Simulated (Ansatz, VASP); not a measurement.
## Al2Cl in VASP and in Ansatz

```xyz
3
Lattice="3.8233 0.0000 0.0000 0.0000 3.8233 0.0000 0.0000 0.0000 4.9778" Properties=species:S:1:pos:R:3 pbc="T T T"
Al    1.9117    0.0000    1.0225
Al    0.0000    1.9117    1.0225
Cl    0.0000    0.0000    3.3355
```

Alike in both runs: functional PBE; k mesh 4 × 4 × 4; occupations gaussian, width 0.1 eV; no spin polarisation.

Ansatz relaxed the structure, and its values are those at the end. VASP's run is a single point on that final structure, the one shown.

|  | VASP | Ansatz |
| --- | --- | --- |
| version | VASP 6.6.1 | Ansatz 0.2.0 |
| potentials or method | VASP PAW PBE potentials, release 64 (Al, Cl) | scalar-relativistic, plane waves, PAW |
| plane-wave cutoff (eV) | 520 | 420 |
| valence electrons in the cell | 13 | 13 |

```tsv
	VASP	Ansatz	Ansatz less VASP
gap on the k mesh at the Fermi level (eV)	none	none	-
pressure (GPa)	0.0	0.0	+0.03
rms of the force components (eV/Å)	0.005	0.003	-0.0013
```

A gap of «none» marks a metal or a gap that the smearing closes.

Caveats: the k mesh is coarse (spacing up to 0.41 Å⁻¹), so the values aren't converged; an odd number of electrons without spin polarisation forces a metal; a magnetic or distorted state may lie lower.
